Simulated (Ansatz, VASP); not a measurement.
## RbHg6: VASP beside Ansatz

The input INCAR:

```
SYSTEM = RbHg6
ALGO = Normal
EDIFF = 1E-6
EDIFFG = -0.01
ENCUT = 600
GGA = PE
IBRION = 2
ISIF = 3
ISMEAR = 0
LASPH = .TRUE.
LCHARG = .FALSE.
LREAL = .FALSE.
LWAVE = .FALSE.
NELM = 100
NSW = 100
PREC = Accurate
SIGMA = 0.1
```

Contents of KPOINTS:

```
k-points
0
G
  6 6 6
  0 0 0
```

Contents of POSCAR:

```
RbHg6
1.0
    0.0000000000      5.0880842225      5.0880842225
    5.0880842225      0.0000000000      5.0880842225
    5.0880842225      5.0880842225      0.0000000000
Rb Hg
1 6
Direct
    0.0000000000      0.0000000000      0.0000000000
    0.5000000000      0.5000000000      0.0000000000
    0.5000000000      0.0000000000      0.5000000000
    0.0000000000      0.0000000000      0.5000000000
    0.0000000000      0.5000000000      0.0000000000
    0.0000000000      0.5000000000      0.5000000000
    0.5000000000      0.0000000000      0.0000000000
```

Input for Ansatz:

```yaml
crystal:
  lattice:
    - [0.0, 5.0880842225, 5.0880842225]
    - [5.0880842225, 0.0, 5.0880842225]
    - [5.0880842225, 5.0880842225, 0.0]
  atoms:
    - { symbol: Rb, position: [0.0, 0.0, 0.0] }
    - { symbol: Hg, position: [0.5, 0.5, 0.0] }
    - { symbol: Hg, position: [0.5, 0.0, 0.5] }
    - { symbol: Hg, position: [0.0, 0.0, 0.5] }
    - { symbol: Hg, position: [0.0, 0.5, 0.0] }
    - { symbol: Hg, position: [0.0, 0.5, 0.5] }
    - { symbol: Hg, position: [0.5, 0.0, 0.0] }
basis:
  ecutwfc: 420
kpoints:
  mp_grid: { grid: [6, 6, 6] }
hamiltonian:
  xc: pbe
scf:
  occupations: { method: gaussian, width: 0.1 }
output:
  forces: true
  stress: true
  eigenvalues: true
  write_density: true
  write_potential: true
  elf: true
  volumetric_format: npy
relax:
  adjacent_minimum: "off"
  f_tol: 0.01
  max_steps: 80
  cell: { stress_tol: 0.05 }
```

Change from the starting cell: species swapped into the Zn6Mo type (Fm-3m, No. 225).

Alike in both runs: task relaxation of cell and atoms; functional PBE; k mesh 6 × 6 × 6; occupations gaussian, width 0.1 eV; no spin polarisation.

```csv
,VASP,Ansatz
version,VASP 6.6.1,Ansatz 0.2.0
potentials or method,"VASP PAW PBE potentials, release 64 (Rb_sv, Hg)","scalar-relativistic, plane waves, PAW"
plane-wave cutoff (eV),600,420
valence electrons in the cell,81,129
```

```csv
,VASP,Ansatz,Ansatz less VASP
"gap on the k mesh at the Fermi level, each at its own relaxed structure (eV)",none,none,-
relaxed volume (Å³/atom),38.11,37.64,-0.475
relaxed cell length with the largest relative difference (Å),7.226,7.196,-0.0302
```

A gap of «none» marks a metal or a gap that the smearing closes. The two sets of potentials don't hold the same shells in valence.

The runs have no spin-orbit coupling, so splittings on Hg are missing.
